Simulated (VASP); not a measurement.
Given:

```xyz
2
Lattice="2.8563 0.0000 0.0000 0.0000 2.8563 0.0000 0.0000 0.0000 2.8563" Properties=species:S:1:pos:R:3 pbc="T T T"
Ga     1.4281     1.4281     1.4281
Co     0.0000     0.0000     0.0000
```

Calculation: optB86b-vdW, VASP's PBE PAW potentials (set 64) (plane waves; VASP 6.6.1). Run with 520 eV cut-off, Gaussian smearing of 0.050 eV, potentials Ga_d Co.

Question: Give the energies of bands 6 to 14 at the high-symmetry points, in eV from the Fermi level.

Answer: 
```json
[
 {"band": "6", "Γ": "-12.32", "X": "-8.12", "M": "-6.21", "R": "-4.26"},
 {"band": "7", "Γ": "-2.68", "X": "-7.04", "M": "-3.23", "R": "-4.26"},
 {"band": "8", "Γ": "-2.68", "X": "-2.45", "M": "-3.23", "R": "-4.26"},
 {"band": "9", "Γ": "-0.82", "X": "-1.87", "M": "-2.58", "R": "-0.27"},
 {"band": "10", "Γ": "-0.82", "X": "-1.87", "M": "-1.32", "R": "-0.27"},
 {"band": "11", "Γ": "-0.82", "X": "-0.82", "M": "-1.32", "R": "0.64"},
 {"band": "12", "Γ": "5.21", "X": "0.05", "M": "-0.31", "R": "3.89"},
 {"band": "13", "Γ": "5.21", "X": "10.75", "M": "2.27", "R": "3.89"},
 {"band": "14", "Γ": "5.21", "X": "10.75", "M": "3.21", "R": "3.89"}
]
```

It has no gap at this level: it comes out as a metal or semimetal.

The compound is CoGa in the CsCl type structure. It was relaxed first. The run is not spin-polarised, so no magnetic state was tried.
